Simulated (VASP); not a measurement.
Calculation: revPBE GGA, VASP's PBE PAW potentials (set 64) (plane waves; VASP 6.6.1).

Input for VASP

**KPOINTS**
```
Automatic mesh
0
Gamma
6 6 6
0 0 0
```

**POSCAR**
```
BaF2
3.1515320
  0.0000000000   1.0000001165   1.0000001165
  1.0000001165   0.0000000000   1.0000001165
  1.0000001165   1.0000001165   0.0000000000
Ba F
1 2
Cartesian
  0.0000000000   0.0000000000   0.0000000000
  0.5000000583   0.5000000583   0.5000000583
  1.5000001748   1.5000001748   1.5000001748
```

### INCAR
```
ALGO = Normal
EDIFF = 1E-7
ENCUT = 520
GGA = RE
ISIF = 2
ISMEAR = 0
LASPH = T
LCHARG = F
LMAXMIX = 4
LREAL = F
LWAVE = F
NELM = 100
PREC = Accurate
SIGMA = 0.05
SYSTEM = BaF2
```

POTCAR, in this order: Ba_sv F (PBE.64 set). Program: vasp_std.

Question: What will the output report for the number of irreducible k-points (NKPTS), largest plane-wave count, number of space-group operations, FFT grid (NGX, NGY, NGZ)?

Answer: 
```
Item                                           Value
--------------------------------------  ------------
number of irreducible k-points (NKPTS)            16
largest plane-wave count                        1700
number of space-group operations                  48
FFT grid (NGX, NGY, NGZ)                36 × 36 × 36
```

The compound is BaF2 in the fluorite structure. This cell is one point of a volume scan, at 0.97 of the reference volume.
